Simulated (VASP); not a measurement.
A run of VASP 6.6.1 is set up as follows.

Contents of INCAR:

```
SYSTEM = Be3CdTe4
PREC = Normal ; ENCUT = 520
EDIFF = 1E-4 ; ISMEAR = 0
SIGMA = 0.15 ; LREAL = .FALSE.
LASPH = .TRUE. ; NELM = 60
ALGO = Fast ; ISIF = 3
LWAVE = .FALSE. ; LCHARG = .FALSE.
GGA = PE ; IBRION = 2
NSW = 24 ; EDIFFG = -0.08
```

File KPOINTS:

```
Automatic mesh
0
G
  3 3 3
  0 0 0
```

Contents of POSCAR:

```
Be3CdTe4
1.0
   -3.1712197500      3.1712197500      5.3073356700
    3.1712197500     -3.1712197500      5.3073356700
    3.1712197500      3.1712197500     -5.3073356700
Be Cd Te
3 1 4
Direct
    0.7903784200      0.7903784200      0.0000000000
    0.2096215800      0.2096215800      0.0000000000
    0.5000000000      0.5000000000      0.0000000000
    0.0000000000      0.0000000000      0.0000000000
    0.5000000000      0.8027066000      0.3027066000
    0.5000000000      0.1972934000      0.6972934000
    0.8027066000      0.5000000000      0.3027066000
    0.1972934000      0.5000000000      0.6972934000
```

Potentials or basis: VASP PAW PBE potentials, release 64 (Be, Cd, Te).

Command:

```console
$ cat potpaw_PBE.64/Be/POTCAR potpaw_PBE.64/Cd/POTCAR potpaw_PBE.64/Te/POTCAR > POTCAR
$ mpirun -np 4 vasp_std > vasp.out
```

Q: Predict the space group after relaxing (to 0.05 Å).

A: I4/mmm (No. 139).

Q: What does it give for the band gap on the k mesh?

A: None (metal or under the smearing width).

Q: Predict the relaxed cell.

A: a = 7.083 Å, b = 7.083 Å, c = 7.083 Å, α = 112.70°, β = 112.70°, γ = 103.19°.

Q: Predict the relaxed volume.

A: 33.89 Å³/atom.

Forces in eV/Å, atoms in the order of the input:
```
Be   0.000  0.000  0.069
Be   0.000  0.000 -0.069
Be   0.000  0.000  0.000
Cd   0.000  0.000  0.000
Te   0.041  0.000  0.000
Te  -0.041  0.000  0.000
Te   0.000  0.041  0.000
Te   0.000 -0.041  0.000
```

Caveat: the k mesh is coarse (spacing up to 0.47 Å⁻¹), so the values aren't converged; the volume moved by over 15 % at a fixed basis, so the end points are rough; the relaxation stopped at a loose force limit of 0.08 eV/Å, so its end isn't a converged minimum. Spin-orbit coupling is left out, which matters for the levels of Te.
